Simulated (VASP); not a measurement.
# TeS2 (Fm-3m) in VASP: reference runs

Aim: a first look at TeS2 with PBE, on the cell as given and on a disturbed one, and energy against volume gives the equilibrium volume and stiffness.

All numbers are computed with VASP 6.6.1; they aren't measurements. Logs are shortened: lines on timing, memory, paths and dates and some standing lists are left out, and cuts for length are marked.

### 1 Starting point

The structure is cubic, space group Fm-3m (No. 225). The conventional cell has a = 6.554 Å, b = 6.554 Å, c = 6.554 Å, α = 90.00°, β = 90.00°, γ = 90.00°. Te (site symmetry m-3m) is surrounded by 8 S at 2.84 Å. S (site symmetry -43m) has 4 Te at 2.84 Å as nearest neighbours.

The cell was built by a generator and needn't be a form met in nature.

### 2 Single point, PBE

Contents of INCAR:

```
SYSTEM = TeS2
ALGO     = Normal         ! electronic algorithm
EDIFF    = 1E-7           ! SCF threshold, eV
ENCUT    = 520            ! plane-wave cutoff, eV
GGA      = PE             ! functional
ISIF     = 2              ! what is computed and relaxed
ISMEAR   = -1             ! smearing method
LASPH    = .True.         ! aspherical terms in the spheres
LCHARG   = .False.        ! write CHGCAR
LREAL    = .False.        ! projectors in reciprocal space
LWAVE    = .False.        ! write WAVECAR
NBANDS   = 16             ! bands
NELM     = 80             ! most SCF steps
PREC     = Accurate       ! precision mode
SIGMA    = 0.05           ! smearing width, eV
```

Contents of KPOINTS:

```
k-points
0
Gamma
  7 7 7
  0 0 0
```

Contents of POSCAR:

```
TeS2
1.0
    0.0000000000      3.2771500000      3.2771500000
    3.2771500000      0.0000000000      3.2771500000
    3.2771500000      3.2771500000      0.0000000000
Te S
1 2
Direct
    0.0000000000      0.0000000000      0.0000000000
    0.7500000000      0.7500000000      0.7500000000
    0.2500000000      0.2500000000      0.2500000000
```

Potentials or basis: VASP PAW PBE potentials, release 64 (Te, S).

Started as:

```sh
cat potpaw_PBE.64/Te/POTCAR potpaw_PBE.64/S/POTCAR > POTCAR
mpirun -np 1 vasp_std > vasp.out
```

OUTCAR:

```text
SYSTEM = TeS2
   EDIFF = 1E-7
   ENCUT = 520
   GGA = PE
   ISIF = 2
   ISMEAR = -1
   LASPH = .True.
   LREAL = .False.
   NELM = 80
   PREC = Accurate

 ion  position               nearest neighbor table
   1  0.000  0.000  0.000-   2 2.84   2 2.84   2 2.84   2 2.84   3 2.84   3 2.84   3 2.84   3 2.84

   2  0.750  0.750  0.750-   1 2.84   1 2.84   1 2.84   1 2.84
   3  0.250  0.250  0.250-   1 2.84   1 2.84   1 2.84   1 2.84

  LATTYP: Found a face centered cubic cell.
 ALAT       =     6.5543000000

  Lattice vectors:

 A1 = (   0.0000000000,   3.2771500000,   3.2771500000)
 A2 = (   3.2771500000,   0.0000000000,   3.2771500000)
 A3 = (   3.2771500000,   3.2771500000,   0.0000000000)

Analysis of symmetry for initial positions (statically):
=====================================================================
 Subroutine PRICEL returns:
 Original cell was already a primitive cell.

 Routine SETGRP: Setting up the symmetry group for a
 face centered cubic supercell.

 Subroutine GETGRP returns: Found 48 space group operations
 (whereof 48 operations were pure point group operations)
 out of a pool of 48 trial point group operations.

The static configuration has the point symmetry O_h .

Analysis of symmetry for dynamics (positions and initial velocities):
=====================================================================
 Subroutine PRICEL returns:
 Original cell was already a primitive cell.

 Routine SETGRP: Setting up the symmetry group for a
 face centered cubic supercell.

 Subroutine GETGRP returns: Found 48 space group operations
 (whereof 48 operations were pure point group operations)
 out of a pool of 48 trial point group operations.

The dynamic configuration has the point symmetry O_h .

 Subroutine INISYM returns: Found 48 space group operations
 (whereof 48 operations are pure point group operations),
 and found     1 'primitive' translations

----------------------------------------------------------------------------------------

                                     Primitive cell

  volume of cell :      70.3913

  direct lattice vectors                    reciprocal lattice vectors
     0.000000000  3.277150000  3.277150000    -0.152571594  0.152571594  0.152571594
     3.277150000  0.000000000  3.277150000     0.152571594 -0.152571594  0.152571594
     3.277150000  3.277150000  0.000000000     0.152571594  0.152571594 -0.152571594

  length of vectors
     4.634589976  4.634589976  4.634589976     0.264261753  0.264261753  0.264261753
[... 78 lines left out ...]
   EDIFF  = 0.1E-06   stopping-criterion for ELM
   LREAL  =      F    real-space projection
   EDIFFG = 0.1E-05   stopping-criterion for IOM
   NSW    =      0    number of steps for IOM
   IBRION =     -1    ionic relax: 0-MD 1-quasi-New 2-CG
   NFREE  =      0    steps in history (QN), initial steepest desc. (CG)
   ISIF   =      2    stress and relaxation
   ISYM   =      2    0-nonsym 1-usesym 2-fastsym
   POTIM  = 0.5000    time-step for ionic-motion
   TEBEG  =    0.0;   TEEND  =   0.0 temperature during run
   PSTRESS=    0.0 pullay stress
   NELECT =      18.0000    total number of electrons
   NUPDOWN=      -1.0000    fix difference up-down
   EMIN   =  10.00;   EMAX   =-10.00  energy-range for DOS
   EFERMI =   0.00;   METHOD = LEGACY
   ISMEAR =    -1;   SIGMA  =   0.05  broadening in eV -4-tet -1-fermi 0-gaus
   EFERMI_NEDOS =   21; number of points for ismear=-14 and -15
   IALGO  =     38    algorithm
   IMIX   =      4    mixing-type and parameters
     AMIX     =   0.40;   BMIX     =  1.00
     AMIX_MAG =   1.60;   BMIX_MAG =  1.00
  volume/ion in A,a.u.               =      23.46       158.34
  Fermi-wavevector in a.u.,A,eV,Ry     =   1.039105  1.963623 14.690738  1.079739
  Thomas-Fermi vector in A             =   2.173620
   LORBIT       =      0    0 simple, 1 ext, 2 COOP (PROOUT), +10 PAW based schemes
   GGA     = PE    functional components
   LHFCALC =     F    Hartree Fock is set to
   AEXX    =    0.0000 exact exchange contribution
   IVDW    =     0    specifies the selected vdW correction
   LEPSILON=     F    determine dielectric tensor
   LRPA    =     F    only Hartree local field effects (RPA)
 non-spin polarized calculation
  energy-cutoff  :      520.00
  volume of cell :       70.39
 maximum number of plane-waves:      1917
   NGX = 17   NGY = 17   NGZ = 17

 number of electron      17.9999998 magnetization

 Free energy of the ion-electron system (eV)
  ---------------------------------------------------
  ext. energy  EPLUGINS =         0.00000000
  ---------------------------------------------------
  free energy    TOTEN  =       -10.15878022 eV

  energy without entropy =      -10.15195151  energy(sigma->0) =      -10.15536587

 E-fermi :   5.7829     XC(G=0):  -9.5725

 val. band max:        5.6819067446   @ k =   0.4286   0.4286   0.0000
 cond. band min:       5.8420635730   @ k =   0.1429   0.1429   0.0000
 fundamental gap:      0.1601568284
 Fermi energy:         5.7828892080

 k-point     1 :       0.0000    0.0000    0.0000
  band No.  band energies     occupation
      1      -9.3365      2.00000
      2      -5.2238      2.00000
      3      -2.5909      2.00000
      4       2.3998      2.00000
      5       2.3998      2.00000
      6       2.3998      2.00000
[... 357 lines left out ...]
      3      -6.0154      2.00000
      4      -0.1684      2.00000
      5       1.2821      2.00000
      6       2.3329      2.00000
[... 8 lines left out ...]
     15      14.3309      0.00000
     16      14.3340      0.00000

------------------------ aborting loop because EDIFF is reached ----------------------------------------

  FORCE on cell =-STRESS in cart. coord.  units (eV):
  Direction    XX          YY          ZZ          XY          YZ          ZX
  --------------------------------------------------------------------------------------
  -------------------------------------------------------------------------------------
  Total       -0.0298568     -0.0298568     -0.0298568      0.0000000     -0.0000000      0.0000000
  in kB       -0.6795719     -0.6795719     -0.6795719      0.0000000     -0.0000000      0.0000000
  external PRESSURE =      -0.6795719 kB  Pullay stress =       0.0000000 kB

 VOLUME and BASIS-vectors are now :
 -----------------------------------------------------------------------------
  energy-cutoff  :      520.00
  volume of cell :       70.39
      direct lattice vectors                 reciprocal lattice vectors
     0.000000000  3.277150000  3.277150000    -0.152571594  0.152571594  0.152571594
     3.277150000  0.000000000  3.277150000     0.152571594 -0.152571594  0.152571594
     3.277150000  3.277150000  0.000000000     0.152571594  0.152571594 -0.152571594

 POSITION                                       TOTAL-FORCE (eV/Angst)
 -----------------------------------------------------------------------------------
      0.00000      0.00000      0.00000         0.000000      0.000000      0.000000
      4.91573      4.91573      4.91573         0.000000      0.000000      0.000000
      1.63857      1.63857      1.63857        -0.000000     -0.000000     -0.000000
 -----------------------------------------------------------------------------------
    total drift:                                0.000000      0.000000      0.000000

  FREE ENERGIE OF THE ION-ELECTRON SYSTEM (eV)
  ---------------------------------------------------
  free  energy   TOTEN  =       -10.1587802196 eV

  energy  without entropy=      -10.1519515124  energy(sigma->0) =      -10.15536587
```

OSZICAR:

```text
N       E                     dE             d eps       ncg     rms          rms(c)
DAV:   1     0.762105368631E+02    0.76211E+02   -0.73045E+03   640   0.940E+02
DAV:   2    -0.631988040570E+01   -0.82530E+02   -0.77875E+02   872   0.161E+02
DAV:   3    -0.110966329579E+02   -0.47768E+01   -0.47539E+01   816   0.419E+01
DAV:   4    -0.111495444662E+02   -0.52912E-01   -0.52897E-01   872   0.526E+00
DAV:   5    -0.111507169012E+02   -0.11724E-02   -0.11724E-02   872   0.768E-01    0.153E+01
DAV:   6    -0.101325281400E+02    0.10182E+01   -0.18761E+00   656   0.770E+00    0.108E+01
DAV:   7    -0.101585222467E+02   -0.25994E-01   -0.29799E-01   872   0.278E+00    0.900E+00
DAV:   8    -0.101592913998E+02   -0.76915E-03   -0.15133E-02   808   0.797E-01    0.174E+00
DAV:   9    -0.101586694926E+02    0.62191E-03   -0.28048E-03   816   0.361E-01    0.687E-01
DAV:  10    -0.101587680981E+02   -0.98605E-04   -0.57265E-04   792   0.135E-01    0.345E-01
DAV:  11    -0.101587729995E+02   -0.49014E-05   -0.63655E-05   920   0.493E-02    0.372E-02
DAV:  12    -0.101587780176E+02   -0.50181E-05   -0.10944E-05   720   0.191E-02    0.162E-02
DAV:  13    -0.101587793309E+02   -0.13133E-05   -0.23165E-06   784   0.916E-03    0.299E-02
DAV:  14    -0.101587799095E+02   -0.57859E-06   -0.21962E-07   888   0.296E-03    0.132E-02
DAV:  15    -0.101587802797E+02   -0.37018E-06   -0.13676E-07   624   0.199E-03    0.298E-03
DAV:  16    -0.101587802196E+02    0.60037E-07   -0.67099E-09   568   0.515E-04
   1 F= -.10158780E+02 E0= -.10155366E+02  d E =-.682871E-02
```

stdout:

```text
POSCAR found type information on POSCAR TeS
 POSCAR found :  2 types and       3 ions
 scaLAPACK will be used
 LDA part: xc-table for (Slater+PW92), standard interpolation
 POSCAR, INCAR and KPOINTS ok, starting setup
 FFT: planning ... GRIDC
 FFT: planning ... GRID_SOFT
 FFT: planning ... GRID
 WAVECAR not read
 entering main loop
```

It took 25 s on 1 thread of Intel Xeon Platinum 8559C (Emerald Rapids), shared host; peak memory 0.2 GiB.

What came out:

| Item | Value |
| --- | --- |
| Free energy | -10.1588 eV |
| Pressure | -0.1 GPa |
| Band gap on the k mesh | none (metal or under the smearing width) |

The run has no spin-orbit coupling, so splittings on Te are missing.

(Continued in part 2 of 2.)
